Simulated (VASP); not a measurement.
SiC (4h): the band gap from VASP (plane waves, PAW) at several levels of theory. Gaps are without spin-orbit coupling. Each level names its cell: its own relaxed one, PBE's, or the starting one. A gap is the smallest over the k-mesh and a band path; hybrids may have named points in place of the path, and GW has the mesh alone.

| level | band gap (eV) | error against measurement (eV) |
|---|---|---|
| PBE (own cell) | 2.22 | -1.04 |
| PBEsol (own cell) | 2.11 | -1.15 |
| r2SCAN (own cell) | 2.61 | -0.65 |

Measured: 3.26 eV (as given by Daiki Deguchi et al., Japanese Journal of Applied Physics (2016), arXiv:1512.06930).

The cell of the PBE (own cell) run:

```cif
data_C4Si4
_chemical_formula_sum 'Si4 C4'
_space_group_name_H-M_alt 'P63mc'
_space_group_IT_number 186
_space_group_name_Hall 'P 6c -2c'
_cell_length_a 3.09407
_cell_length_b 3.09407
_cell_length_c 10.12797
_cell_angle_alpha 90.000
_cell_angle_beta 90.000
_cell_angle_gamma 120.000
loop_
_atom_site_label
_atom_site_type_symbol
_atom_site_symmetry_multiplicity
_atom_site_Wyckoff_symbol
_atom_site_fract_x
_atom_site_fract_y
_atom_site_fract_z
_atom_site_occupancy
Si1 Si 2 a 0.00000 0.00000 0.00032 1
Si2 Si 2 b 0.33333 0.66667 0.25028 1
C1 C 2 a 0.00000 0.00000 0.31286 1
C2 C 2 b 0.33333 0.66667 0.06217 1
```

Only levels that ran to the end are used. Left out are those held back, those with too coarse a band path, GW runs whose mesh misses a band edge, hybrids' fits of cells that aren't cubic and levels without matching references; a question may draw on a part of the rest.

The compound is SiC in the 4h structure.
